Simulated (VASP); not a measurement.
Consider the following.

```xyz
2
Lattice="3.2589 0.0000 0.0000 0.0000 3.2589 0.0000 0.0000 0.0000 3.2589" Properties=species:S:1:pos:R:3 pbc="T T T"
Ca     0.0000     0.0000     0.0000
Se     1.6295     1.6295     1.6295
```

The numbers are results of PBEsol GGA, VASP's PBE PAW potentials (set 64) (plane waves; VASP 6.6.1), not measurements. Numerical set-up: 500 eV cut-off, 11×11×11 Γ-centred mesh, first-order Methfessel-Paxton smearing of 0.10 eV, potentials Ca_sv Se.

Task: Estimate the energy per atom (σ→0), pressure, band gap (on the k-mesh) with the smallest direct gap where there is one.

Result: 
```
Property                                                     Value
------------------------  ----------------------------------------
band gap (on the k-mesh)  none (metal, semimetal or under 0.01 eV)
energy per atom (σ→0)                               -4.282 eV/atom
pressure                                                 29.96 GPa
```

Total energies compare only between runs with the same potentials, cut-off and functional.

The structure was generated: CaSe was put into the CsCl type type (Pm-3m), which need not be its known phase. It was relaxed first under an external pressure of 30 GPa.
